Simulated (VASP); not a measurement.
Input:

```xyz
5
Lattice="3.9838 0.0000 0.0000 0.0000 3.9838 0.0000 0.0000 0.0000 3.9838" Properties=species:S:1:pos:R:3 pbc="T T T"
Ba     0.0000     0.0000     0.0000
Ti     1.9919     1.9919     1.9919
O      1.9919     0.0000     1.9919
O      0.0000     1.9919     1.9919
O      1.9919     1.9919     0.0000
```

The numbers are results of PBEsol GGA, VASP's PBE PAW potentials (set 64) (plane waves; VASP), not measurements. Numerical set-up: 620 eV cut-off, 6×6×6 Γ-centred mesh, Gaussian smearing of 0.050 eV, potentials Ba_sv Ti_sv O.

Energy and stress use the plane-wave basis of the starting cell.

Problem. The ions, cell shape and volume at an external pressure of 5.0 GPa are relaxed. Which structure does the run end with?

Solution. 
```xyz
5
Lattice="3.9483 0.0000 0.0000 0.0000 3.9483 0.0000 0.0000 0.0000 3.9483" Properties=species:S:1:pos:R:3 pbc="T T T"
Ba     0.0000     0.0000     0.0000
Ti     1.9741     1.9741     1.9741
O      1.9741     0.0000     1.9741
O      0.0000     1.9741     1.9741
O      1.9741     1.9741     0.0000
```
Space group Pm-3m (221), at a tolerance of 0.03 Å.

Problem. How do energy and volume change from the first to the last step?

Solution. The energy (σ→0) changes by +4.9 meV/atom and the volume by -2.6 %, in 3 ionic steps.

The compound is BaTiO3 in the cubic perovskite structure, the ideal cubic form; the compound distorts at low or room temperature. This run relaxes it under an external pressure of 5 GPa. Symmetry was kept, so distortions that lower it aren't found.
